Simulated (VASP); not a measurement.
Runs of VASP 6.6.1 on BrTl. The cell holds a molecule in a box, 2 atoms: a = 9.000 Å, b = 9.000 Å, c = 12.000 Å, α = 90.00°, β = 90.00°, γ = 90.00°. 

```csv
task,level,cell,gap on the mesh (eV),largest force (eV/Å)
relaxation of the atoms,PBE,"atoms relaxed from: atoms moved at random, drawn with an rms of 0.02 Å",3.75,-
relaxation of the atoms,BLYP+D3(BJ),atoms relaxed,3.48,-
atomic charges,PBE+TS,as given,3.83,(a)
single point,PBE,as given,3.83,0.40
single point,PBE,"atoms moved at random, drawn with an rms of 0.05 Å",3.88,0.87
electron localisation function,PBE,as given,3.83,0.40
```

Alike in all rows: potentials or basis VASP PAW PBE potentials, release 64 (Br, Tl_d); no spin polarisation; k mesh 1 × 1 × 1; cutoff (eV) 520; smearing gaussian 0.01 eV.

Problem. Estimate the missing entries.

Solution. (a) 0.41.

Caveats: spin-orbit coupling is left out, which as a rule narrows the gap of such compounds by several tenths of an eV; the PAW data sets were made with another functional, which shifts forces and pressure a little (some runs).

A k mesh can miss the band edges, and the runs leave out spin-orbit coupling on Br, Tl.
